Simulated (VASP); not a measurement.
Crystal: VBi2ClO4.

```
O V Cl Bi
1.0
     3.78206    0.00000    0.00000
     0.00000    3.78206    0.00000
     0.00000    0.00000    8.68877
O V Cl Bi
4 1 1 2
Direct
  0.50000 0.00000 0.83900
  0.00000 0.50000 0.83900
  0.50000 0.00000 0.16100
  0.00000 0.50000 0.16100
  0.00000 0.00000 0.00000
  0.00000 0.00000 0.50000
  0.50000 0.50000 0.71510
  0.50000 0.50000 0.28490
```

The cell was built by a generator and needn't be a form met in nature.

| Quantity | Value |
| --- | --- |
| Program | VASP 6.6.1 |
| Task | relaxation of cell and atoms |
| Functional | PBEsol |
| Potentials or basis | VASP PAW PBE potentials, release 64 (O, V_sv, Cl, Bi_d) |
| Cutoff | 600 eV |
| k mesh | 8 × 8 × 4 |
| Occupations | gaussian, width 0.0742 eV |
| Spin | no spin polarisation |

At the start: pressure -5.5 GPa; volume 15.54 Å³/atom.

**Question.** Where does the relaxation end?

**Answer.** Over 17 steps the energy falls by 136.1 meV/atom and the volume is 14.63 Å³/atom (-5.8 %); space group P4/mmm (No. 123, to 0.05 Å).

Step by step:
| step | energy change (eV) | largest force (eV/Å) | pressure (GPa) | volume (Å³) |
| --- | --- | --- | --- | --- |
| 1 | 0.0000 | 2.1125 | -5.50 | 124.28 |
| 2 | -0.8603 | 0.8357 | -1.19 | 114.93 |
| 3 | -0.9216 | 0.8332 | 1.34 | 111.79 |
| 4 | -0.9222 | 0.7970 | 1.10 | 112.05 |
| 5 | -0.9980 | 0.4360 | 0.88 | 113.08 |
| 6 | -1.0311 | 0.0677 | 0.79 | 114.34 |
| 7 | -1.0760 | 0.0959 | -0.61 | 116.52 |
| 8 | -1.0809 | 0.1387 | -1.25 | 117.63 |
| 9 | -1.0770 | 0.3211 | 1.82 | 115.93 |
| 10 | -1.0868 | 0.1318 | 0.06 | 116.89 |
| 11 | -1.0886 | 0.0702 | 0.10 | 116.73 |
| 12 | -1.0888 | 0.0427 | 0.09 | 116.76 |
| 13 | -1.0890 | 0.0234 | 0.00 | 116.92 |
| 14 | -1.0890 | 0.0160 | -0.03 | 116.98 |
| 15 | -1.0891 | 0.0202 | 0.08 | 116.97 |
| 16 | -1.0891 | 0.0126 | 0.06 | 116.97 |
| 17 | -1.0891 | 0.0098 | 0.01 | 117.04 |

Final structure:
```
O V Cl Bi
1.0
     3.67567    0.00000    0.00000
     0.00000    3.67567    0.00000
     0.00000    0.00000    8.66307
O V Cl Bi
4 1 1 2
Direct
  0.50000 0.00000 0.86457
  0.00000 0.50000 0.86457
  0.50000 0.00000 0.13543
  0.00000 0.50000 0.13543
  0.00000 0.00000 0.00000
  0.00000 0.00000 0.50000
  0.50000 0.50000 0.72531
  0.50000 0.50000 0.27469
```

Caveat: the PAW data sets were made with another functional, which shifts forces and pressure a little; the run has no spin polarisation, though such a crystal can be magnetic.
